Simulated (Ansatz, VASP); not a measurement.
**Two plane-wave programs on GeCN2**

```
CELL_PARAMETERS angstrom
1.79379 1.03565 4.92196
-1.79379 1.03565 4.92196
0.00000 -2.07129 4.92196
ATOMIC_POSITIONS crystal
Ge 0.00000 0.00000 0.00000
C 0.50000 0.50000 0.50000
N 0.41610 0.41610 0.41610
N 0.58390 0.58390 0.58390
```

The cell comes from a database or a generator and needn't be the stable form of this composition.

Alike in both runs: task single point; functional PBEsol; k mesh 6 × 6 × 6; occupations gaussian, width 0.1 eV; no spin polarisation.

|  | VASP | Ansatz |
| --- | --- | --- |
| version | VASP 6.6.1 | Ansatz 0.2.0 |
| potentials or method | VASP PAW PBE potentials, release 64 (Ge_d, C, N) | scalar-relativistic, plane waves, PAW |
| plane-wave cutoff (eV) | 520 | 420 |
| valence electrons in the cell | 28 | 28 |

|  | VASP | Ansatz | Ansatz less VASP |
| --- | --- | --- | --- |
| gap on the k mesh at the Fermi level (eV) | 0.92 | 0.93 | +0.003 |
| least direct gap on the mesh (eV) | 1.94 | 1.95 | +0.011 |
| pressure (GPa) | -3.1 | -3.3 | -0.18 |
| largest component of the traceless stress (GPa) | 0.51 | 0.15 | -0.362 |
| rms of the force components (eV/Å) | 0.076 | 0.026 | -0.0505 |

Atom by atom the forces differ by 0.051 eV/Å (rms over components). The functional is the same, so the differences come from potentials, cutoffs and numerics.

Caveats: the standard files for N, O and F lose accuracy on very short bonds; the PAW data sets were made with another functional, which shifts forces and pressure a little (VASP). A k mesh can miss the band edges.
